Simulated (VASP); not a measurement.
Output of a VASP run:

OSZICAR:
```
       N       E                     dE             d eps       ncg     rms          rms(c)
DAV:   1     0.165241856962E+03    0.16524E+03   -0.10415E+04   528   0.109E+03
DAV:   2    -0.128587738271E+02   -0.17810E+03   -0.16834E+03   564   0.272E+02
DAV:   3    -0.253997561670E+02   -0.12541E+02   -0.12223E+02   636   0.824E+01
DAV:   4    -0.257595704560E+02   -0.35981E+00   -0.35947E+00   640   0.150E+01
DAV:   5    -0.257731377800E+02   -0.13567E-01   -0.13564E-01   620   0.280E+00    0.203E+01
DAV:   6    -0.283278375321E+02   -0.25547E+01   -0.32875E+01   650   0.104E+02    0.264E+01
DAV:   7    -0.236579872518E+02    0.46699E+01   -0.12609E+01   600   0.769E+01    0.763E+00
DAV:   8    -0.237904169604E+02   -0.13243E+00   -0.19193E+00   726   0.101E+01    0.314E+00
DAV:   9    -0.237609810802E+02    0.29436E-01   -0.75426E-02   666   0.406E+00    0.130E+00
DAV:  10    -0.237580307495E+02    0.29503E-02   -0.87264E-03   802   0.934E-01    0.440E-01
DAV:  11    -0.237574213812E+02    0.60937E-03   -0.29744E-03   810   0.521E-01    0.140E-01
DAV:  12    -0.237574419345E+02   -0.20553E-04   -0.21063E-04   628   0.156E-01    0.734E-02
DAV:  13    -0.237574258708E+02    0.16064E-04   -0.33554E-05   710   0.110E-01    0.292E-02
DAV:  14    -0.237574257986E+02    0.72208E-07   -0.70814E-06   634   0.285E-02
   1 F= -.23757426E+02 E0= -.23757426E+02  d E =-.436861E-06  mag=     1.5559
```

**OUTCAR**
```
------------------------ aborting loop because EDIFF is reached ----------------------------------------
  FORCE on cell =-STRESS in cart. coord.  units (eV):
  Direction    XX          YY          ZZ          XY          YZ          ZX
  --------------------------------------------------------------------------------------
  Total       -3.7997534     -3.7997524     -5.6325827      0.0000000      0.0000000      0.0000000
  in kB     -111.0394682   -111.0394401   -164.5998890      0.0000000      0.0000000      0.0000000
  external PRESSURE =    -128.8929324 kB  Pullay stress =       0.0000000 kB
  volume of cell :       54.83
      direct lattice vectors                 reciprocal lattice vectors
     3.439500000  0.000000000  0.000000000     0.290739933  0.167858800  0.000000000
    -1.719750000  2.978694000  0.000000000     0.000000000  0.335717600  0.000000000
     0.000000000  0.000000000  5.351400000     0.000000000  0.000000000  0.186866988
 POSITION                                       TOTAL-FORCE (eV/Angst)
 -----------------------------------------------------------------------------------
      0.00000      0.00000      0.00000        -0.000000      0.000000     -0.000000
      0.00000      0.00000      2.67570        -0.000000      0.000000     -0.000000
     -0.00000      1.98580      1.33785         0.000000     -0.000000     -0.000000
      1.71975      0.99290      4.01355        -0.000000      0.000000      0.000000
 -----------------------------------------------------------------------------------
    total drift:                               -0.000000      0.000000      0.000000
  FREE ENERGIE OF THE ION-ELECTRON SYSTEM (eV)
  ---------------------------------------------------
  free  energy   TOTEN  =       -23.7574257986 eV

  energy  without entropy=      -23.7574253617  energy(sigma->0) =      -23.75742558

 total charge

# of ion       s       p       d       tot
------------------------------------------
    1        0.379   0.448   8.397   9.223
    2        0.379   0.448   8.397   9.223
    3        1.351   2.275   0.000   3.625
    4        1.351   2.275   0.000   3.625
--------------------------------------------------
tot          3.459   5.444  16.793  25.697

 magnetization (x)

# of ion       s       p       d       tot
------------------------------------------
    1        0.009   0.019   0.533   0.561
    2        0.009   0.019   0.533   0.561
    3        0.022   0.123   0.000   0.145
    4        0.022   0.123   0.000   0.145
--------------------------------------------------
tot          0.061   0.285   1.066   1.412
```
(Selected blocks of OUTCAR.)

File POSCAR:
```
NiS
1
    3.4395000000     0.0000000000     0.0000000000
   -1.7197500000     2.9786940000     0.0000000000
    0.0000000000     0.0000000000     5.3514000000
Ni S
2 2
Direct
  0.0000000000   0.0000000000   0.0000000000
  0.0000000000   0.0000000000   0.5000000000
  0.3333330000   0.6666670000   0.2500000000
  0.6666670000   0.3333330000   0.7500000000
```

Write an INCAR and KPOINTS that could have produced this output.

Several could match; the one computed here: the input of the run itself, LDA (Ceperley-Alder, Perdew-Zunger), plane waves, VASP's LDA PAW potentials (set 64).

**INCAR**
```
SIGMA = 0.05   ! width (eV)
MAGMOM = 2*2.0 2*0.0
ENCUT = 300
ISIF = 2   ! forces and stress, cell fixed
LREAL = .False.   ! projection in real space or not
LWAVE = .False.
EDIFF = 1E-6   ! SCF stop (eV)
LASPH = .True.
LCHARG = .False.
ISMEAR = 0   ! Gaussian
ALGO = Normal
LMAXMIX = 4
LORBIT = 11
PREC = Accurate
NELM = 100   ! most electronic steps
SYSTEM = NiS
ISPIN = 2   ! spin-polarised
```

### KPOINTS
```
Regular mesh
0
Gamma
  3 3 2
0 0 0
```

POTCAR, in this order: Ni S (LDA.64 set). Program: vasp_std.

At this cut-off the stress carries a Pulay error, which pulls relaxed volumes low.  The moments were started parallel, and other spin orders were not tried in this run.

The structure comes from a measured NiS entry of the Crystallography Open Database, whose conditions weren't checked. The cell was not relaxed at this level. The k-mesh is coarse (spacing up to 0.70 per Å, 2π included), so the numbers may not be converged in it. The run is one of a series of settings (KPOINTS 3×3×2 Γ-centred mesh against the base run), some of them coarse on purpose.
